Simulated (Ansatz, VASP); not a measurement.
## Al6Si in two plane-wave programs

One calculation is typed for both programs; each brings its own data sets. How far apart do they land? The cell is generated by rule, not measured, and may not be a known phase. The cell is taken from a series of runs on this material, whose earlier steps may have relaxed, scaled, displaced or heated it; both programs get it as it stands.

Method: plane waves, with VASP 6.6.1 beside it; single point at PBEsol, in Ansatz 0.2.0.

### Step 1. The starting structure

It takes space group Pm-3m (No. 221, cubic). The conventional cell has a = 5.237 Å, b = 5.237 Å, c = 5.237 Å, α = 90.00°, β = 90.00°, γ = 90.00°. Nearest to Si lie 24 Al at 3.86 Å. Al has 5 Al at 2.15 to 2.20 Å nearest. Farther neighbours are not listed.

Structure file:

```
Si Al
1.0
     5.23707    0.00000    0.00000
     0.00000    5.23707    0.00000
     0.00000    0.00000    5.23707
Si Al
1 6
Direct
  0.00000 0.00000 0.00000
  0.21000 0.50000 0.50000
  0.50000 0.21000 0.50000
  0.79000 0.50000 0.50000
  0.50000 0.79000 0.50000
  0.50000 0.50000 0.21000
  0.50000 0.50000 0.79000
```

### Step 2. VASP: single point, PBEsol, pair 1

A single point gives forces, pressure and levels at one fixed geometry, so differences don't come from the geometry; what else differs is listed under the comparison.

Lines of VASP's logs that name or quote its potential files are left out, and so is its time.

INCAR reads:

```
SYSTEM = Al6Si
PREC = Accurate
ENCUT = 500
EDIFF = 1E-06
NELM = 120
ISMEAR = 0
SIGMA = 0.1
LREAL = .FALSE.
ALGO = Normal
GGA = PS
NBANDS = 18
LORBIT = 11
LWAVE = .FALSE.
LCHARG = .FALSE.
ISIF = 2
LASPH = .TRUE.
GGA_COMPAT = .FALSE.
KPAR = 2
```

POSCAR reads:

```
Al6Si
1.0
    5.2370700000      0.0000000000      0.0000000000
    0.0000000000      5.2370700000      0.0000000000
    0.0000000000      0.0000000000      5.2370700000
Si Al
1 6
Direct
    0.0000000000      0.0000000000      0.0000000000
    0.2100000000      0.5000000000      0.5000000000
    0.5000000000      0.2100000000      0.5000000000
    0.7900000000      0.5000000000      0.5000000000
    0.5000000000      0.7900000000      0.5000000000
    0.5000000000      0.5000000000      0.2100000000
    0.5000000000      0.5000000000      0.7900000000
```

KPOINTS reads:

```
Automatic mesh
0
Gamma
4 4 4
0 0 0
```

Potentials, in the order of the species: Si and Al (PBE family, release 64).

Started as:

```console
mpirun -np 2 vasp_std
```

Numbers of over 12 decimals in the logs are rounded to 6 here.

What it wrote:

```text
[banner, memory and clock lines left out]
running    2 mpi-ranks, on    1 nodes
 distrk:  each k-point on    1 cores,    2 groups
 distr:  one band on    1 cores,    1 groups

 POSCAR found type information on POSCAR SiAl
 POSCAR found :  2 types and       7 ions
|                                                                             |
|               ----> ADVICE to this user running VASP <----                  |
|                                                                             |
|     You enforced a specific xc type in the INCAR file but a different       |
|     [... a line on the potential file left out ...]
|     I HOPE YOU KNOW WHAT YOU ARE DOING!                                     |
|                                                                             |

 LDA part: xc-table for (Slater+PW92), standard interpolation
 POSCAR, INCAR and KPOINTS ok, starting setup
 FFT: planning ... GRIDC
 FFT: planning ... GRID_SOFT
 FFT: planning ... GRID
 WAVECAR not read
 entering main loop
       N       E                     dE             d eps       ncg     rms          rms(c)
DAV:   1     0.515572805833E+02    0.51557E+02   -0.76446E+03   360   0.912E+02
DAV:   2    -0.176164387831E+02   -0.69174E+02   -0.66842E+02   440   0.142E+02
DAV:   3    -0.215599977065E+02   -0.39436E+01   -0.38995E+01   470   0.305E+01
DAV:   4    -0.216380983962E+02   -0.78101E-01   -0.78060E-01   516   0.523E+00
DAV:   5    -0.216395631106E+02   -0.14647E-02   -0.14646E-02   498   0.656E-01    0.109E+01
DAV:   6    -0.120371684281E+02    0.96024E+01   -0.24592E+01   382   0.207E+01    0.430E+00
DAV:   7    -0.123193718943E+02   -0.28220E+00   -0.41735E+00   424   0.853E+00    0.169E+00
DAV:   8    -0.124603760060E+02   -0.14100E+00   -0.19260E+00   372   0.385E+00    0.222E+00
DAV:   9    -0.122801247754E+02    0.18025E+00   -0.32788E-01   370   0.200E+00    0.969E-01
DAV:  10    -0.122569524665E+02    0.23172E-01   -0.23787E-01   392   0.135E+00    0.351E-01
DAV:  11    -0.122540754471E+02    0.28770E-02   -0.16067E-02   380   0.579E-01    0.319E-01
DAV:  12    -0.122537346557E+02    0.34079E-03   -0.74487E-04   468   0.131E-01    0.263E-01
DAV:  13    -0.122531116992E+02    0.62296E-03   -0.13280E-02   374   0.280E-01    0.103E-01
DAV:  14    -0.122526468146E+02    0.46488E-03   -0.17852E-03   374   0.137E-01    0.178E-02
DAV:  15    -0.122526396650E+02    0.71496E-05   -0.78561E-05   458   0.353E-02    0.778E-03
DAV:  16    -0.122526386604E+02    0.10046E-05   -0.45728E-06   344   0.897E-03    0.417E-03
DAV:  17    -0.122526386915E+02   -0.31148E-07   -0.33293E-06   270   0.453E-03
   1 F= -.12252639E+02 E0= -.12233904E+02  d E =-.374699E-01
```

OUTCAR, selected parts (step 2):

```text
ion  position               nearest neighbor table
   1  0.000  0.000  0.000-
   2  0.210  0.500  0.500-   3 2.15   5 2.15   6 2.15   7 2.15   4 2.20   4 3.04
   3  0.500  0.210  0.500-   2 2.15   4 2.15   6 2.15   7 2.15   5 2.20   5 3.04
   4  0.790  0.500  0.500-   3 2.15   5 2.15   6 2.15   7 2.15   2 2.20   2 3.04
   5  0.500  0.790  0.500-   2 2.15   4 2.15   6 2.15   7 2.15   3 2.20   3 3.04
   6  0.500  0.500  0.210-   2 2.15   3 2.15   4 2.15   5 2.15   7 2.20   7 3.04
   7  0.500  0.500  0.790-   2 2.15   3 2.15   4 2.15   5 2.15   6 2.20   6 3.04

  LATTYP: Found a simple cubic cell.
 ALAT       =     5.2370700000

 Subroutine GETGRP returns: Found 48 space group operations
 (whereof 48 operations were pure point group operations)

The static configuration has the point symmetry O_h .

 Found     10 irreducible k-points:

   k-points           NKPTS =     10   k-points in BZ     NKDIM =     10   number of bands    NBANDS=     18

   dimension x,y,z NGX =    40 NGY =   40 NGZ =   40
   dimension x,y,z NGXF=    80 NGYF=   80 NGZF=   80

   ENCUT  =  500.0 eV  36.75 Ry    6.06 a.u.   9.55  9.55  9.55*2*pi/ulx,y,z

   NELECT =      22.0000    total number of electrons

 k-points in reciprocal lattice and weights: Automatic mesh
   0.00000000  0.00000000  0.00000000       0.016
   0.25000000  0.00000000  0.00000000       0.094
   0.50000000  0.00000000  0.00000000       0.047
   0.25000000  0.25000000  0.00000000       0.188
   0.50000000  0.25000000  0.00000000       0.188
   0.50000000  0.50000000  0.00000000       0.047
   0.25000000  0.25000000  0.25000000       0.125
   0.50000000  0.25000000  0.25000000       0.188
   0.50000000  0.50000000  0.25000000       0.094
   0.50000000  0.50000000  0.50000000       0.016

 average (electrostatic) potential at core
       1 -85.7450       2 -74.2963       3 -74.2963       4 -74.2963       5 -74.2963
       6 -74.2963       7 -74.2963

 E-fermi :   4.9566

 k-point     1 :       0.0000    0.0000    0.0000
  band No.  band energies     occupation
    ...
      7       1.1276      2.00000
      8       1.5836      2.00000
      9       4.9407      1.17874
     10       4.9407      1.17874
     11       4.9407      1.17874
     12       5.0522      0.17662
     13       5.0522      0.17662
     14       5.0522      0.17662
     15       7.2044      0.00000
     16       7.2044      0.00000
    ...

 k-point     2 :       0.2500    0.0000    0.0000
  band No.  band energies     occupation
    ...
      6       1.0561      2.00000
      7       1.2185      2.00000
      8       2.8962      2.00000
      9       3.6274      2.00000
     10       3.6274      2.00000
     11       5.0345      0.27065
     12       5.4634      0.00000
     13       5.8953      0.00000
     14       5.8953      0.00000
     15       6.2688      0.00000
    ...

 k-point     3 :       0.5000    0.0000    0.0000
  band No.  band energies     occupation
    ...
      6       0.5385      2.00000
      7       1.3189      2.00000
      8       2.9582      2.00000
      9       2.9582      2.00000
     10       4.7897      1.98174
     11       5.1393      0.00980
     12       5.6804      0.00000
     13       5.7871      0.00000
     14       6.3354      0.00000
     15       6.3354      0.00000
    ...

  Total       40.5636926     40.5636926     40.5636926     -0.0000000     -0.0000000      0.0000000
  in kB      452.4628518    452.4628518    452.4628518     -0.0000000     -0.0000000      0.0000000
  external PRESSURE =     452.4628518 kB  Pullay stress =       0.0000000 kB

  energy-cutoff  :      500.00
  volume of cell :      143.64
      direct lattice vectors                 reciprocal lattice vectors
     5.237070000  0.000000000  0.000000000     0.190946464  0.000000000  0.000000000
     0.000000000  5.237070000  0.000000000     0.000000000  0.190946464  0.000000000
     0.000000000  0.000000000  5.237070000     0.000000000  0.000000000  0.190946464

 POSITION                                       TOTAL-FORCE (eV/Angst)
 -----------------------------------------------------------------------------------
      0.00000      0.00000      0.00000         0.000000      0.000000      0.000000
      1.09978      2.61854      2.61854        -8.187391      0.000000      0.000000
      2.61854      1.09978      2.61854         0.000000     -8.187391      0.000000
      4.13729      2.61854      2.61854         8.187391     -0.000000      0.000000
      2.61854      4.13729      2.61854        -0.000000      8.187391      0.000000
      2.61854      2.61854      1.09978         0.000000      0.000000     -8.187391
      2.61854      2.61854      4.13729        -0.000000     -0.000000      8.187391
 -----------------------------------------------------------------------------------
    total drift:                               -0.000000     -0.000000     -0.000000

  FREE ENERGIE OF THE ION-ELECTRON SYSTEM (eV)
  ---------------------------------------------------
  free  energy   TOTEN  =       -12.2526386915 eV

  energy  without entropy=      -12.2151688256  energy(sigma->0) =      -12.23390376

 total charge
# of ion       s       p       d       tot
------------------------------------------
    1        0.965   0.454   0.000   1.419
    2        0.530   0.600   0.000   1.130
    3        0.530   0.600   0.000   1.130
    4        0.530   0.600   0.000   1.130
    5        0.530   0.600   0.000   1.130
    6        0.530   0.600   0.000   1.130
    7        0.530   0.600   0.000   1.130
--------------------------------------------------
tot          4.145   4.051   0.000   8.196

[... 3 further parts left out ...]
```

The run ends at a pressure of 45.25 GPa, with forces up to 8.2 eV/Å.

### Step 3. Ansatz: single point, PBEsol, pair 1

Ansatz runs on its default PAW (the set named soft_2) files.

The same cell, functional, mesh and smearing now go to Ansatz, which takes its cutoff from its data sets.

input.yaml reads:

```yaml
crystal:
  lattice:
    - [5.23707, 0.0, 0.0]
    - [0.0, 5.23707, 0.0]
    - [0.0, 0.0, 5.23707]
  atoms:
    - { symbol: Si, position: [0.0, 0.0, 0.0] }
    - { symbol: Al, position: [0.21, 0.5, 0.5] }
    - { symbol: Al, position: [0.5, 0.21, 0.5] }
    - { symbol: Al, position: [0.79, 0.5, 0.5] }
    - { symbol: Al, position: [0.5, 0.79, 0.5] }
    - { symbol: Al, position: [0.5, 0.5, 0.21] }
    - { symbol: Al, position: [0.5, 0.5, 0.79] }
kpoints:
  mp_grid: { grid: [4, 4, 4] }
hamiltonian:
  xc: pbesol
scf:
  occupations: { method: gaussian, width: 0.1 }
output:
  forces: true
  stress: true
  eigenvalues: true
```

Started as:

```console
ansatz run input.yaml --threads 8 --pin off --max-ram 14336MiB --backend cpu --events-out ev --progress --plain --runs-dir out
```

What it wrote:

```text
Engine: ansatz 0.2.0, aarch64-unknown-linux-gnu
Pseudopotentials: kind: paw
Pseudopotential: Si, paw, valence charge 4, recommended cutoff 420 eV (normal), Si.paw.azcp
Pseudopotential: Al, paw, valence charge 3, recommended cutoff 420 eV (normal), Al.paw.azcp
Functional definition: PBEsol
  exchange = pbesol_x
  correlation = pbesol_c
Crystal: 7 atoms, lattice volume = 143.637 Å³
Basis set: ecut = 420 eV, 2801 PW (Γ), exchange–correlation on 72×72×72 points (8 copies of the dense FFT grid, shifted against one another)
Bands: 18, of which v1, the nominal top of the filled ones, is band 11 counted from 1 (10 counted from 0)
Symmetry: 48 space group operations
Space group: Pm-3m (ITA 221), of the structure as read, at distance tolerance 5.2e-5 Å
k-points: 10 of 64
Non-local potential: Si, projectors of the file, l = 0: 2, l = 1: 2, l = 2: 2
Non-local potential: Al, projectors of the file, l = 0: 2, l = 1: 2, l = 2: 1
PAW form: soft (Blöchl's): semilocal exchange-correlation on the pseudo side does not see the compensation charge
PAW frozen core: Si, regenerated for the run's functional, and the local potential with it (the file was generated under x = pbe(κ = 0.804, μ = 0.219515), c = pbe(β = 0.066725))
PAW frozen core: Al, regenerated for the run's functional, and the local potential with it (the file was generated under x = pbe(κ = 0.804, μ = 0.219515), c = pbe(β = 0.066725))
PAW one-centre angular grid: Si, 110 points (default); XC on 64 Gauss nodes
PAW one-centre angular grid: Al, 110 points (default); XC on 64 Gauss nodes
Initial density: superposition of atomic densities (neutral atoms: chi_scale 0, normalization atom), corrected by the library's trained network
Initial wavefunctions: pseudopotential atomic-orbital guess
Functional: x = pbesol(κ = 0.804, μ = 0.123457), c = pbesol(β = 0.046)
SCF iter   1: F=—  HF=-3750.906014 eV  |F-HF|=—  |Δ(HF+E_count)|=         —  Δρ=7.98e-3  dr2=2.27e-1  ethr=1.77e-3  ⟨swp⟩=8.6  Hψ=1280  notcnv=0
preconditioner: auto → Kerker (q_TF=auto, 1.996 Å⁻¹)  [metal: Δε(μ)=0.057 eV  Ē_g=6.430 eV  σ=0.100 eV  W_gap=0.29  n_scr=18 (ndim 8)  ℏωp=14.5 eV  f_vac=0.000  D(μ)=7.80/eV (n_scr^D=80)]
SCF iter   2: F=—  HF=-3750.848012 eV  |F-HF|=—  |Δ(HF+E_count)|=   5.80e-2  Δρ=3.72e-3  dr2=5.16e-2  ethr=1.03e-3  ⟨swp⟩=1.0  Hψ=260  notcnv=0
SCF iter   3: F=—  HF=-3750.834780 eV  |F-HF|=—  |Δ(HF+E_count)|=   1.32e-2  Δρ=7.95e-4  dr2=1.88e-3  ethr=2.35e-4  ⟨swp⟩=2.3  Hψ=248  notcnv=0
SCF iter   4: F=—  HF=-3750.834647 eV  |F-HF|=—  |Δ(HF+E_count)|=   1.33e-4  Δρ=2.28e-4  dr2=1.38e-4  ethr=8.54e-6  ⟨swp⟩=2.5  Hψ=290  notcnv=0  defer=2
SCF iter   5: F=—  HF=-3750.834640 eV  |F-HF|=—  |Δ(HF+E_count)|=   6.51e-6  Δρ=3.86e-5  dr2=7.09e-6  ethr=6.29e-7  ⟨swp⟩=1.1  Hψ=166  notcnv=0  defer=2
SCF iter   6: F=—  HF=-3750.834483 eV  |F-HF|=—  |Δ(HF+E_count)|=   1.58e-4  Δρ=1.43e-5  dr2=1.32e-6  ethr=3.22e-8  ⟨swp⟩=2.1  Hψ=264  notcnv=0  defer=8
SCF iter   7: F=-3750.834483 eV  HF=-3750.834483 eV  |F-HF|=6.82e-8  |Δ(HF+E_count)|=   1.09e-7  Δρ=5.07e-6  dr2=9.02e-8  ethr=4.55e-10  ⟨swp⟩=8.5  Hψ=851  notcnv=0
SCF 1 converged in 7 iterations: F = -3750.834483 eV  dr2 = 9.02e-8
  greatest PAW one-centre occupation: 0.758 electrons in one spin orbital (limit 2), on the Si atom at site 0 (counted from 0), in its partial waves of l = 0
SCF converged after 7 iterations
Free energy (F): -3750.834483 eV
Harris-Foulkes:  -3750.834483 eV  (|F-HF|=6.82e-8)
Internal energy: -3750.797707 eV  (E = F + TS)
E sigma→0 (E₀):  -3750.816095 eV
Entropy (-TS):   -0.036776 eV (-5.254 meV/atom)
Fermi energy:    4.968930 eV
--- Per-component energies (eV) ---
  E_band       = 15.573231
  E_kinetic    = 199.158593
  E_local      = -172.459855  (includes V_loc(G=0)·N_el)
  E_nonlocal   = 111.132628
  E_hartree    = 67.710558
  E_xc         = -295.563911
  E_vxc        = -225.951438  (∫ρ·V_xc dr)
  E_paw        = -3235.823937  (= ΣΔE_a)
  E_vpaw       = -31.730802  (= ΣTr[D̂ρ^β])
  E_aug_tail   = -0.000013  (compensation charges beyond the density's cutoff)
  E_ewald      = -425.098164
  E_core_change = 0.146395  (= ΣΔE_core)
  E_smearing   = -0.036776  (= −TS)
  E_closure    = 0.000000  (closes the sum)
  Σ components = -3750.834483   (vs F -3750.834483, Δ=0.00e0)
--- Forces (eV/Å), atoms counted from 1 ---
  atom   1  Si    -0.00000000     0.00000000     0.00000000
  atom   2  Al    -8.12722182    -0.00000000     0.00000000
  atom   3  Al     0.00000000    -8.12722182     0.00000000
  atom   4  Al     8.12722182     0.00000000     0.00000000
  atom   5  Al    -0.00000000     8.12722182     0.00000000
  atom   6  Al    -0.00000000     0.00000000    -8.12722182
  atom   7  Al     0.00000000     0.00000000     8.12722182
  max |Σ_I F_I| component: 1.59e-18 eV/Å
--- Stress (GPa, compression-positive) ---
       44.808568       0.000000       0.000000
       -0.000000      44.808568       0.000000
        0.000000       0.000000      44.808568
  P = ⅓ Tr σ = 44.8086 GPa (448.086 kbar)
--- Band table (eV; the first three rows and the last of 10) ---
  k-point 0: bands = [... 7 lower, 1.6025, 4.9553, 4.9553, 4.9553, 5.0625, 5.0625, 5.0625, 7.2282, ... 3 higher]
  k-point 1: bands = [... 7 lower, 2.9181, 3.6451, 3.6451, 5.0486, 5.4756, 5.9063, 5.9063, 6.2938, ... 3 higher]
  k-point 2: bands = [... 7 lower, 2.9785, 2.9785, 4.8032, 5.1526, 5.7058, 5.8033, 6.3446, 6.3446, ... 3 higher]
  k-point 9: bands = [... 7 lower, 1.6086, 5.0735, 5.0735, 5.0735, 6.2135, 6.7754, 6.7754, 6.7754, ... 3 higher]
```

In the SCF lines HF is the Harris–Foulkes energy and dr2 the Hartree energy of the density residual, in eV; the loop may stop once dr2 is under the threshold and the program's other checks hold. Hψ counts applications of the Hamiltonian.

The run ends at a pressure of 44.81 GPa, with forces up to 8.1 eV/Å.

### Step 4. Differences

Known differences besides the potentials themselves: the cutoff is 420 eV in Ansatz and 500 eV in VASP; Ansatz makes its cores anew for this functional, VASP keeps those of its PBE data sets. Total energies have different zeros and are not compared.

Compared:

```
      quantity  Ansatz   VASP  difference
pressure (GPa)   44.81  45.25       -0.44
```

Forces (eV/Å; atoms numbered as in POSCAR):

| atom | Ansatz x, y, z | VASP x, y, z |
| --- | --- | --- |
| Si1 | 0.000, 0.000, 0.000 | 0.000, 0.000, 0.000 |
| Al2 | -8.127, 0.000, 0.000 | -8.187, 0.000, 0.000 |
| Al3 | 0.000, -8.127, 0.000 | 0.000, -8.187, 0.000 |
| Al4 | 8.127, 0.000, 0.000 | 8.187, 0.000, 0.000 |
| Al5 | 0.000, 8.127, 0.000 | 0.000, 8.187, 0.000 |
| Al6 | 0.000, 0.000, -8.127 | 0.000, 0.000, -8.187 |
| Al7 | 0.000, 0.000, 8.127 | 0.000, 0.000, 8.187 |

The forces differ by 32 meV/Å r.m.s., which is 0.7 % of the r.m.s. force of 4.376 eV/Å (both taken over all components).

(Part 1 of 2 ends here.)

[Lines on the potential files, build, host, timing and source positions are cut from VASP's logs without a mark.]

[Logs are printed without paths, hosts, clocks, repeated set-up lines and the standing remarks that a program may print on its own settings, such as how far it seeks lower states.]

[Hosts, paths, dates, database ids (printed as entryN), source tags and the programs' standing remarks are cut or masked in the printed files.]
